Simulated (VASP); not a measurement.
These are rev-vdW-DF2, VASP's PBE PAW potentials (set 64) (plane waves; VASP) values and carry that method's errors.

A VASP calculation is set up with these files.

**POSCAR**
```
Te
1
    2.1987413806    -3.8083314958    -0.0000000000
    2.1987413806     3.8083314958    -0.0000000000
    0.0000000000    -0.0000000000     6.0169889148
Te
3
Direct
  1.0000000000   0.2781232391   0.6666670000
  0.7218767609   0.7218767609   0.0000000000
  0.2781232391   1.0000000000   0.3333330000
```

### INCAR
```
SYSTEM = Te
PREC = Accurate
ENCUT = 520
EDIFF = 1E-6
NELM = 100
ALGO = Normal
LREAL = .FALSE.
LASPH = .TRUE.
ISMEAR = 0
SIGMA = 0.05
GGA = MK
PARAM1 = 0.1234568
PARAM2 = 0.7114
ZAB_VDW = -1.8867
LUSE_VDW = .TRUE.
AGGAC = 0.0
LMAXMIX = 4
LWAVE = .FALSE.
LCHARG = .FALSE.
IBRION = 2
ISIF = 3
NSW = 60
EDIFFG = -0.02
```

File KPOINTS:
```
K-points
0
gamma
 5 5 4
```

POTCAR, in this order: Te (PBE.64 set). Program: vasp_std.

Output

**OUTCAR**
```
 ion  position               nearest neighbor table
   1  0.000  0.278  0.667-   2 2.92   3 2.92   2 3.42   2 3.42   3 3.42   3 3.42
   2  0.722  0.722  0.000-   3 2.92   1 2.92   1 3.42   3 3.42   3 3.42   1 3.42
   3  0.278  0.000  0.333-   2 2.92   1 2.92   2 3.42   2 3.42   1 3.42   1 3.42
  LATTYP: Found a hexagonal cell.
 ALAT       =     4.3974825117
 C/A-ratio  =     1.3682803510
 Subroutine PRICEL returns:
 Original cell was already a primitive cell.
 Subroutine GETGRP returns: Found  6 space group operations
The static configuration has the point symmetry C_2 .
 The point group associated with its full space group is D_3 .
The dynamic configuration has the point symmetry C_2 .
 Subroutine INISYM returns: Found  6 space group operations
 Subroutine IBZKPT returns following result:
 Found     17 irreducible k-points:

 Following reciprocal coordinates:
            Coordinates               Weight
  0.000000  0.000000  0.000000      1.000000
  0.200000  0.000000  0.000000      6.000000
  0.400000  0.000000  0.000000      6.000000
  0.200000  0.200000  0.000000      6.000000
  0.400000  0.200000  0.000000      6.000000
  0.000000  0.000000  0.250000      2.000000
  0.200000  0.000000  0.250000      6.000000
  0.000000  0.200000  0.250000      6.000000
  0.400000  0.000000  0.250000      6.000000
  0.000000  0.400000  0.250000      6.000000
  0.200000  0.200000  0.250000     12.000000
  0.400000  0.200000  0.250000     12.000000
  0.000000  0.000000  0.500000      1.000000
  0.200000  0.000000  0.500000      6.000000
  0.400000  0.000000  0.500000      6.000000
  0.200000  0.200000  0.500000      6.000000
  0.400000  0.200000  0.500000      6.000000
   k-points           NKPTS =     17   k-points in BZ     NKDIM =     17   number of bands    NBANDS=     13
   number of dos      NEDOS =    301   number of ions     NIONS =      3
   total plane-waves  NPLWV =  62208
   dimension x,y,z NGX =    36 NGY =   36 NGZ =   48
...
```

### OSZICAR
```
       N       E                     dE             d eps       ncg     rms          rms(c)
DAV:   1     0.842760784408E+02    0.84276E+02   -0.67429E+03   442   0.112E+03
DAV:   2     0.100240350562E+01   -0.83274E+02   -0.80501E+02   604   0.156E+02
DAV:   3    -0.441748750587E+01   -0.54199E+01   -0.53807E+01   527   0.460E+01
DAV:   4    -0.451892245426E+01   -0.10143E+00   -0.10131E+00   533   0.746E+00
DAV:   5    -0.452080986463E+01   -0.18874E-02   -0.18874E-02   572   0.976E-01    0.124E+01
DAV:   6    -0.450767743940E+01    0.13132E-01   -0.18054E-02   477   0.941E-01    0.784E+00
DAV:   7    -0.450733138417E+01    0.34606E-03   -0.38193E-02   462   0.140E+00    0.277E-01
DAV:   8    -0.450674331766E+01    0.58807E-03   -0.64310E-03   442   0.520E-01    0.148E-01
DAV:   9    -0.450676933432E+01   -0.26017E-04   -0.17850E-04   581   0.104E-01    0.103E-01
DAV:  10    -0.450679503094E+01   -0.25697E-04   -0.33567E-05   447   0.467E-02    0.258E-02
DAV:  11    -0.450678965210E+01    0.53788E-05   -0.16369E-05   442   0.286E-02    0.145E-02
DAV:  12    -0.450678972816E+01   -0.76069E-07   -0.16799E-06   261   0.894E-03
   1 F= -.45067897E+01 E0= -.45067897E+01  d E =-.450679E+01
```

**OUTCAR**
```
------------------------ aborting loop because EDIFF is reached ----------------------------------------
  FORCE on cell =-STRESS in cart. coord.  units (eV):
  Direction    XX          YY          ZZ          XY          YZ          ZX
  --------------------------------------------------------------------------------------
  Total        0.0200472      0.0200472     -0.0251046      0.0000000      0.0000000      0.0000000
  in kB        0.3187475      0.3187475     -0.3991583      0.0000000      0.0000000      0.0000000
  external PRESSURE =       0.0794456 kB  Pullay stress =       0.0000000 kB
  volume of cell :      100.77
      direct lattice vectors                 reciprocal lattice vectors
     2.198741381 -3.808331496  0.000000000     0.227402824 -0.131291092  0.000000000
     2.198741381  3.808331496  0.000000000     0.227402824  0.131291092  0.000000000
     0.000000000  0.000000000  6.016988915     0.000000000  0.000000000  0.166196085
 POSITION                                       TOTAL-FORCE (eV/Angst)
 -----------------------------------------------------------------------------------
      0.61152      1.05919      4.01133        -0.006179     -0.010703     -0.000000
      3.17444      0.00000      0.00000         0.012359      0.000000      0.000000
      0.61152     -1.05919      2.00566        -0.006179      0.010703      0.000000
 -----------------------------------------------------------------------------------
    total drift:                               -0.000180     -0.000395      0.000014
  FREE ENERGIE OF THE ION-ELECTRON SYSTEM (eV)
  ---------------------------------------------------
  free  energy   TOTEN  =        -4.5067897282 eV

  energy  without entropy=       -4.5067897282  energy(sigma->0) =       -4.50678973

 reached required accuracy - stopping structural energy minimisation
```
(Selected blocks of OUTCAR.)

The compound is Te in the trig structure. It was relaxed first. The start is the result of an earlier pass.
